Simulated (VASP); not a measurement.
A convergence study with VASP on ZnO (wurtzite): one setting is varied, all else stays as given below, so the limit is that of these other settings.

```
CELL_PARAMETERS angstrom
      1.62500    -2.81458     0.00000
      1.62500     2.81458     0.00000
      0.00000     0.00000     5.21000
ATOMIC_POSITIONS crystal
  Zn 0.66667 0.33333 0.50000
  Zn 0.33333 0.66667 0.00000
  O  0.66667 0.33333 0.88200
  O  0.33333 0.66667 0.38200
```

Calculation: PBE GGA, VASP's PBE PAW potentials (set 64) (plane waves; VASP 6.6.1). The tightest run used: 700 eV cut-off, 7×7×4 Γ-centred mesh, Gaussian smearing of 0.010 eV, potentials Zn O.

The settings run are ENCUT = 300; ENCUT = 400; ENCUT = 500; ENCUT = 600; ENCUT = 700. From which on does the highest Γ mode stay within 5 cm⁻¹ of the tightest run?

From ENCUT = 400 on: it is off by 1.8 there and by no more than 5 in any finer run, while ENCUT = 300 is off by 38.0.
```tsv
setting	highest Γ mode (cm⁻¹)	plane waves	difference judged (cm⁻¹)
ENCUT = 300	569.2	573	38.0
ENCUT = 400	532.9	878	1.8
ENCUT = 500	532.2	1224	1.0
ENCUT = 600	531.5	1616	0.4
ENCUT = 700	531.2	2021	0.0
```

Left out are rungs that failed or repeat a setting and relaxations that didn't move; long series are thinned to 24 rows.

The compound is ZnO in the wurtzite structure. The cell was not relaxed at this level.
